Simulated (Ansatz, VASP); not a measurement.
**ZrC: VASP beside Ansatz**

Wanted: the spread between two codes on one cell, functional and k mesh. The cell is taken from a series of runs on this material, whose earlier steps may have relaxed, scaled, displaced or heated it; both programs get it as it stands.

Calculated with Ansatz 0.2.0; plane waves, with VASP 6.6.1 beside it; elastic constants at PBEsol.

### 1. The structure

It takes space group Fm-3m (No. 225, cubic). The conventional cell has a = 4.663 Å, b = 4.663 Å, c = 4.663 Å, α = 90.00°, β = 90.00°, γ = 90.00°. Nearest to Zr lie 6 C at 2.33 Å. Nearest to C lie 6 Zr at 2.33 Å. Farther neighbours are not listed.

### 2. VASP: elastic constants, PBEsol

Elastic constants are differences of stresses under small strains, so they test the stress and the mesh.

Lines of VASP's logs that name or quote its potential files are left out, and so is its time.

INCAR reads:

```
SYSTEM = ZrC
PREC = Accurate
ENCUT = 600
EDIFF = 1E-08
NELM = 120
ISMEAR = 1
SIGMA = 0.25
LREAL = .FALSE.
ALGO = Normal
GGA = PS
NBANDS = 14
LASPH = .TRUE.
LORBIT = 11
LWAVE = .FALSE.
LCHARG = .FALSE.
ISIF = 3
IBRION = 6
NFREE = 2
POTIM = 0.015
NSW = 1
GGA_COMPAT = .FALSE.
KPAR = 2
```

POSCAR reads:

```
ZrC
1.0
    0.0000000000      2.3314128209      2.3314128209
    2.3314128209      0.0000000000      2.3314128209
    2.3314128209      2.3314128209      0.0000000000
Zr C
1 1
Direct
    0.5000000000      0.5000000000      0.5000000000
    0.0000000000      0.0000000000      0.0000000000
```

KPOINTS reads:

```
Automatic mesh
0
Gamma
4 4 4
0 0 0
```

The projector-augmented-wave data sets are Zr_sv and C (PBE family, release 64).

On the command line:

```sh
$ mpirun -np 2 vasp_std
```

Numbers of over 12 decimals in the logs are rounded to 6 here.

What it wrote:

```text
[banner, memory and clock lines left out]
running    2 mpi-ranks, on    1 nodes
 distrk:  each k-point on    1 cores,    2 groups
 distr:  one band on    1 cores,    1 groups

 POSCAR found type information on POSCAR ZrC
 POSCAR found :  2 types and       2 ions
|                                                                             |
|               ----> ADVICE to this user running VASP <----                  |
|                                                                             |
|     You enforced a specific xc type in the INCAR file but a different       |
|     [... a line on the potential file left out ...]
|     I HOPE YOU KNOW WHAT YOU ARE DOING!                                     |
|                                                                             |

 LDA part: xc-table for (Slater+PW92), standard interpolation
 POSCAR, INCAR and KPOINTS ok, starting setup
 FFT: planning ... GRIDC
 FFT: planning ... GRID_SOFT
 FFT: planning ... GRID
 WAVECAR not read
 entering main loop
       N       E                     dE             d eps       ncg     rms          rms(c)
DAV:   1     0.112057050144E+03    0.11206E+03   -0.95791E+03   224   0.130E+03
DAV:   2    -0.170613182597E+02   -0.12912E+03   -0.11819E+03   278   0.317E+02
DAV:   3    -0.235959001190E+02   -0.65346E+01   -0.64706E+01   378   0.621E+01
DAV:   4    -0.237044301794E+02   -0.10853E+00   -0.10853E+00   238   0.605E+00
DAV:   5    -0.237065281732E+02   -0.20980E-02   -0.20979E-02   316   0.599E-01    0.218E+01
DAV:   6    -0.206940459996E+02    0.30125E+01   -0.66388E+00   250   0.233E+01    0.827E+00
DAV:   7    -0.205574527895E+02    0.13659E+00   -0.43883E-01   262   0.583E+00    0.693E+00
DAV:   8    -0.205700989838E+02   -0.12646E-01   -0.34028E-01   260   0.429E+00    0.443E+00
DAV:   9    -0.205334316362E+02    0.36667E-01   -0.89541E-02   248   0.195E+00    0.259E-01
DAV:  10    -0.205347770006E+02   -0.13454E-02   -0.64833E-03   278   0.661E-01    0.618E-01
DAV:  11    -0.205337610409E+02    0.10160E-02   -0.24043E-03   230   0.337E-01    0.867E-03
DAV:  12    -0.205337653070E+02   -0.42661E-05   -0.54062E-05   260   0.524E-02    0.179E-02
DAV:  13    -0.205337641865E+02    0.11205E-05   -0.27573E-06   302   0.130E-02    0.196E-03
DAV:  14    -0.205337642042E+02   -0.17669E-07   -0.68169E-08   266   0.226E-03    0.903E-04
DAV:  15    -0.205337641849E+02    0.19275E-07   -0.51278E-09   190   0.552E-04    0.467E-04
DAV:  16    -0.205337641827E+02    0.22408E-08   -0.10519E-09   130   0.259E-04
   1 F= -.20533764E+02 E0= -.20535872E+02  d E =0.632305E-02
[... from here on, the cycles between the ionic steps are left out ...]
   2 F= -.20526319E+02 E0= -.20527791E+02  d E =0.441625E-02
   8 F= -.20530779E+02 E0= -.20532631E+02  d E =0.555629E-02
   9 F= -.20530779E+02 E0= -.20532631E+02  d E =0.555628E-02
  10 F= -.20530779E+02 E0= -.20532631E+02  d E =0.555628E-02
  11 F= -.20530779E+02 E0= -.20532631E+02  d E =0.555634E-02
  12 F= -.20530779E+02 E0= -.20532631E+02  d E =0.555628E-02
  13 F= -.20530779E+02 E0= -.20532631E+02  d E =0.555629E-02
  14 F= -.20532643E+02 E0= -.20534636E+02  d E =0.597987E-02
  15 F= -.20532643E+02 E0= -.20534636E+02  d E =0.597984E-02
  16 F= -.20532643E+02 E0= -.20534636E+02  d E =0.597981E-02
 Finite differences progress:
  Degree of freedom:   8/  8
  Displacement:        1/  2
  Total:              15/ 16
 bond charge predicted
       N       E                     dE             d eps       ncg     rms          rms(c)
DAV:   1    -0.205334568445E+02   -0.81406E-03   -0.16666E+00   364   0.756E+00    0.170E-01
DAV:   2    -0.205329799890E+02    0.47686E-03   -0.82974E-03   464   0.603E-01    0.879E-02
DAV:   3    -0.205326360157E+02    0.34397E-03   -0.88790E-04   418   0.222E-01    0.209E-02
DAV:   4    -0.205326435763E+02   -0.75605E-05   -0.10170E-04   430   0.616E-02    0.161E-02
DAV:   5    -0.205326428572E+02    0.71905E-06   -0.15277E-06   442   0.149E-02    0.420E-03
DAV:   6    -0.205326427745E+02    0.82654E-07   -0.41482E-07   432   0.653E-03    0.155E-03
DAV:   7    -0.205326427817E+02   -0.71668E-08   -0.72313E-08   394   0.216E-03
  17 F= -.20532643E+02 E0= -.20534636E+02  d E =0.597986E-02
 Finite differences progress:
  Degree of freedom:   8/  8
  Displacement:        2/  2
  Total:              16/ 16
```

From OUTCAR (step 2):

```text
ion  position               nearest neighbor table
   1  0.500  0.500  0.500-   2 2.33   2 2.33   2 2.33   2 2.33   2 2.33   2 2.33
   2  0.000  0.000  0.000-   1 2.33   1 2.33   1 2.33   1 2.33   1 2.33   1 2.33

  LATTYP: Found a face centered cubic cell.
 ALAT       =     4.6628256418

 Subroutine GETGRP returns: Found 48 space group operations
 (whereof 48 operations were pure point group operations)

The static configuration has the point symmetry O_h .

 Found      8 irreducible k-points:

   k-points           NKPTS =      8   k-points in BZ     NKDIM =      8   number of bands    NBANDS=     14

   dimension x,y,z NGX =    28 NGY =   28 NGZ =   28
   dimension x,y,z NGXF=    56 NGYF=   56 NGZF=   56

   ENCUT  =  600.0 eV  44.10 Ry    6.64 a.u.   6.59  6.59  6.59*2*pi/ulx,y,z

   NELECT =      16.0000    total number of electrons

 k-points in reciprocal lattice and weights: Automatic mesh
   0.00000000  0.00000000  0.00000000       0.016
   0.25000000  0.00000000  0.00000000       0.125
   0.50000000  0.00000000  0.00000000       0.062
   0.25000000  0.25000000  0.00000000       0.094
   0.50000000  0.25000000  0.00000000       0.375
  -0.25000000  0.25000000  0.00000000       0.188
   0.50000000  0.50000000  0.00000000       0.047
  -0.25000000  0.50000000  0.25000000       0.094

 average (electrostatic) potential at core
       1 -72.6012       2 -44.0922

 E-fermi :   9.5829

 k-point     1 :       0.0000    0.0000    0.0000
  band No.  band energies     occupation
      1     -38.0737      2.00000
      2     -15.8012      2.00000
      3     -15.8012      2.00000
      4     -15.8010      2.00000
      5      -1.6328      2.00000
      6      10.6311     -0.00000
      7      10.6311     -0.00000
      8      10.6616     -0.00000
      9      10.8529     -0.00000
     10      10.8910     -0.00000
    ...

 k-point     2 :       0.2500    0.0000    0.0000
  band No.  band energies     occupation
    ...
      4     -15.8447      2.00000
      5      -0.3135      2.00000
      6       6.9474      2.00000
      7       7.9218      2.00000
      8       7.9239      2.00000
      9      12.3803     -0.00000
     10      12.3825     -0.00000
     11      12.5859     -0.00000
     12      16.7287      0.00000
     13      16.7319      0.00000
    ...

 k-point     3 :       0.5000    0.0000    0.0000
  band No.  band energies     occupation
    ...
      4     -15.8876      2.00000
      5       1.5984      2.00000
      6       4.3247      2.00000
      7       6.7221      2.00000
      8       6.7227      2.00000
      9      14.4216     -0.00000
     10      14.4228     -0.00000
     11      15.2524      0.00000
     12      16.3508      0.00000
     13      20.2201      0.00000
    ...

  Total        0.0533881      0.0468614      0.0468614     -0.0000000      0.0000000      0.0000000
  in kB        3.3749486      2.9623654      2.9623654     -0.0000000      0.0000000      0.0000000
  external PRESSURE =       3.0998931 kB  Pullay stress =       0.0000000 kB

  energy-cutoff  :      600.00
  volume of cell :       25.34
      direct lattice vectors                 reciprocal lattice vectors
     0.000000000  2.331412821  2.331412821    -0.214462233  0.214462233  0.214462233
     2.331412821  0.000000000  2.331412821     0.214462233 -0.214462233  0.214462233
     2.331412821  2.331412821  0.000000000     0.214462233  0.214462233 -0.214462233

 POSITION                                       TOTAL-FORCE (eV/Angst)
 -----------------------------------------------------------------------------------
      2.33141      2.33141      2.33141        -0.148125      0.000000      0.000000
     -0.01500      0.00000      0.00000         0.148125      0.000000      0.000000
 -----------------------------------------------------------------------------------
    total drift:                                0.000084      0.000000      0.000000

  FREE ENERGIE OF THE ION-ELECTRON SYSTEM (eV)
  ---------------------------------------------------
  free  energy   TOTEN  =       -20.5326427817 eV

  energy  without entropy=      -20.5386226370  energy(sigma->0) =      -20.53463607

  SYMMETRIZED ELASTIC MODULI (kBar)
 Direction    XX          YY          ZZ          XY          YZ          ZX
 --------------------------------------------------------------------------------
 XX        4938.5831   1116.0164   1116.0164     -0.0000      0.0000     -0.0000
 YY        1116.0164   4938.5831   1116.0164     -0.0000     -0.0000      0.0000
 ZZ        1116.0164   1116.0164   4938.5831      0.0000      0.0000      0.0000
 XY          -0.0000     -0.0000      0.0000   1677.2261      0.0000      0.0000
 YZ           0.0000     -0.0000      0.0000      0.0000   1677.2261      0.0000
 ZX          -0.0000      0.0000      0.0000      0.0000      0.0000   1677.2261
 --------------------------------------------------------------------------------

 Eigenvectors and eigenvalues of the dynamical matrix
 ----------------------------------------------------

   1 f  =   15.079259 THz    94.745778 2PiTHz  502.989935 cm-1    62.362776 meV
             X         Y         Z           dx          dy          dz
      2.331413  2.331413  2.331413    -0.341141    0.000000    0.000000
      0.000000  0.000000  0.000000     0.940012    0.000000    0.000000

   2 f  =   15.079259 THz    94.745778 2PiTHz  502.989935 cm-1    62.362776 meV
             X         Y         Z           dx          dy          dz
      2.331413  2.331413  2.331413     0.000000    0.000000   -0.341141
      0.000000  0.000000  0.000000     0.000000    0.000000    0.940012

   3 f  =   15.079259 THz    94.745778 2PiTHz  502.989935 cm-1    62.362776 meV
             X         Y         Z           dx          dy          dz
      2.331413  2.331413  2.331413    -0.000000    0.341141    0.000000
      0.000000  0.000000  0.000000     0.000000   -0.940012    0.000000

   4 f/i=    0.000729 THz     0.004577 2PiTHz    0.024300 cm-1     0.003013 meV
             X         Y         Z           dx          dy          dz
      2.331413  2.331413  2.331413    -0.000000   -0.940012    0.000000
      0.000000  0.000000  0.000000     0.000000   -0.341141    0.000000

   5 f/i=    0.000729 THz     0.004577 2PiTHz    0.024300 cm-1     0.003013 meV
             X         Y         Z           dx          dy          dz
      2.331413  2.331413  2.331413     0.940012    0.000000    0.000000
      0.000000  0.000000  0.000000     0.341141    0.000000    0.000000

   6 f/i=    0.000729 THz     0.004577 2PiTHz    0.024300 cm-1     0.003013 meV
             X         Y         Z           dx          dy          dz
      2.331413  2.331413  2.331413     0.000000    0.000000    0.940012
      0.000000  0.000000  0.000000     0.000000    0.000000    0.341141

 ELASTIC MODULI CONTR FROM IONIC RELAXATION (kBar)
 Direction    XX          YY          ZZ          XY          YZ          ZX
 --------------------------------------------------------------------------------
 XX           0.0000      0.0000      0.0000      0.0000      0.0000      0.0000
 YY           0.0000      0.0000      0.0000      0.0000      0.0000      0.0000
 ZZ           0.0000      0.0000      0.0000      0.0000      0.0000      0.0000
 XY           0.0000      0.0000      0.0000      0.0000      0.0000      0.0000
 YZ           0.0000      0.0000      0.0000      0.0000      0.0000      0.0000
 ZX           0.0000      0.0000      0.0000      0.0000      0.0000      0.0000
 --------------------------------------------------------------------------------

 TOTAL ELASTIC MODULI (kBar)
 Direction    XX          YY          ZZ          XY          YZ          ZX
 --------------------------------------------------------------------------------
 XX        4938.5831   1116.0164   1116.0164     -0.0000      0.0000     -0.0000
 YY        1116.0164   4938.5831   1116.0164     -0.0000     -0.0000      0.0000
 ZZ        1116.0164   1116.0164   4938.5831      0.0000      0.0000      0.0000
 XY          -0.0000     -0.0000      0.0000   1677.2261      0.0000      0.0000
 YZ           0.0000     -0.0000      0.0000      0.0000   1677.2261      0.0000
 ZX          -0.0000      0.0000      0.0000      0.0000      0.0000   1677.2261
 --------------------------------------------------------------------------------

 total charge
# of ion       s       p       d       tot
------------------------------------------
    1        2.180   6.043   1.692   9.914
    2        0.883   1.466   0.000   2.349
--------------------------------------------------
tot          3.063   7.508   1.692  12.264

[... 3 further parts left out ...]
```

CONTCAR:

```
ZrC
   1.00000000000000
     0.0000000000000000    2.3314128208999998    2.3314128208999998
     2.3314128208999998    0.0000000000000000    2.3314128208999998
     2.3314128208999998    2.3314128208999998    0.0000000000000000
  Zr              C
     1     1
Direct
     0.5000000000000000    0.5000000000000000    0.5000000000000000
     0.0032169334974768   -0.0032169334974768   -0.0032169334974768
```

The last energy, forces, stress and levels in OUTCAR belong to the last displaced cell, not to the cell of POSCAR. The k-mesh is coarse for a metal.

Levels, forces or a CONTCAR printed for this step are those of its last displaced cell, not of the structure at rest.

(Part 1 of 2 ends here.)

[Lines on the potential files, build, host, timing and source positions are cut from VASP's logs without a mark.]

[Logs are printed without paths, hosts, clocks, repeated set-up lines and the standing remarks that a program may print on its own settings, such as how far it seeks lower states.]

[Hosts, paths, dates, database ids (printed as entryN), source tags and the programs' standing remarks are cut or masked in the printed files.]
